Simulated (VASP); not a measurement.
Input of a VASP 6.6.1 run:

INCAR

```
SYSTEM = Zr4Tl
  PREC = Accurate
  ENCUT = 520
  EDIFF = 1E-7
  ISMEAR = -1
  SIGMA = 0.05
  LREAL = .FALSE.
  LASPH = .TRUE.
  NELM = 80
  ALGO = Normal
  ISIF = 2
  LWAVE = .FALSE.
  LCHARG = .FALSE.
  GGA = PE
  NBANDS = 38
```

KPOINTS

```
regular mesh
0
G
  5 5 5
  0 0 0
```

Contents of POSCAR:

```
Zr4Tl
1.0
    5.3047500000      0.0000000000      0.0000000000
    0.0000000000      5.3047500000      0.0000000000
    0.0000000000      0.0000000000      5.3047500000
Zr Tl
4 1
Direct
    0.0000000000      0.5000000000      0.5000000000
    0.5000000000      0.5000000000      0.0000000000
    0.5000000000      0.0000000000      0.5000000000
    0.0000000000      0.0000000000      0.0000000000
    0.5000000000      0.5000000000      0.5000000000
```

Potentials or basis: VASP PAW PBE potentials, release 64 (Zr_sv, Tl_d).

Run with:

```bash
$ cat potpaw_PBE.64/Zr_sv/POTCAR potpaw_PBE.64/Tl_d/POTCAR > POTCAR
$ mpirun -np 1 vasp_std > vasp.out
```

Problem. Estimate the band gap on the k mesh.

Solution. None (metal or under the smearing width).

Problem. What does it give for the pressure?

Solution. 0.0 GPa.

Spin-orbit coupling is left out, which matters for the levels of Tl.
